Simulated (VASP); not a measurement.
## NiGe$_{2}$ (relaxed from the CrSi2 structure, space group P6_222): computed properties

Method: r2SCAN meta-GGA, VASP's PBE PAW potentials (set 64) (plane waves; VASP).

```yaml
space_group: P6_222 (180)
cell: a = 4.6008 Å, b = 4.6008 Å, c = 7.1771 Å, α = 90.00°, β = 90.00°, γ = 120.00°
volume_per_atom: 14.62 Å^3/atom
band gap (over mesh and band path): none (metal, semimetal or under 0.01 eV)
density: 7.72 g/cm³
```

Space group P6₂22 (No. 180); a = b = 4.6008 Å, c = 7.1771 Å, α = β = 90.00°, γ = 120.00°

| atom | site | symmetry | x | y | z |
|---|---|---|---|---|---|
| Ni | 3c | 222 | 0.5000 | 0.0000 | 0.0000 |
| Ge | 6i | ..2 | 0.1692 | 0.3383 | 0.0000 |

The structure was generated: NiGe2 was put into the CrSi2 type (P6_222), which need not be its known phase. It was relaxed first, which changed the volume by +8 %. Symmetry was kept, so distortions that lower it aren't found.
